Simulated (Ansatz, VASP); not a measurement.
One calculation of SbAs, two programs

```
Sb As
1.0
     2.03271    1.17359    3.71659
    -2.03271    1.17359    3.71659
     0.00000   -2.34718    3.71659
Sb As
1 1
Direct
  0.22910 0.22910 0.22910
  0.77090 0.77090 0.77090
```

The cell is a database's computed one.

Alike in both runs: task single point; functional LDA; k mesh 5 × 5 × 5; no spin polarisation.

|  | VASP | Ansatz |
| --- | --- | --- |
| version | VASP 6.6.1 | Ansatz 0.2.0 |
| potentials or method | VASP PAW LDA potentials, release 64 (Sb, As) | plane waves, PAW |
| plane-wave cutoff (eV) | 520 | 420 |
| occupations | gaussian, width 0.01 eV | fixed |
| valence electrons in the cell | 10 | 30 |

|  | VASP | Ansatz | Ansatz less VASP |
| --- | --- | --- | --- |
| gap on the k mesh at the Fermi level (eV) | 0.16 | 0.15 | -0.012 |

The two sets of potentials don't hold the same shells in valence.

Caveats: spin-orbit coupling is left out, which moves the levels of the heavy elements; an odd mesh through Γ misses points on the zone boundary, where band edges often lie. LDA gaps usually lie below the measured ones, often by a third to a half.
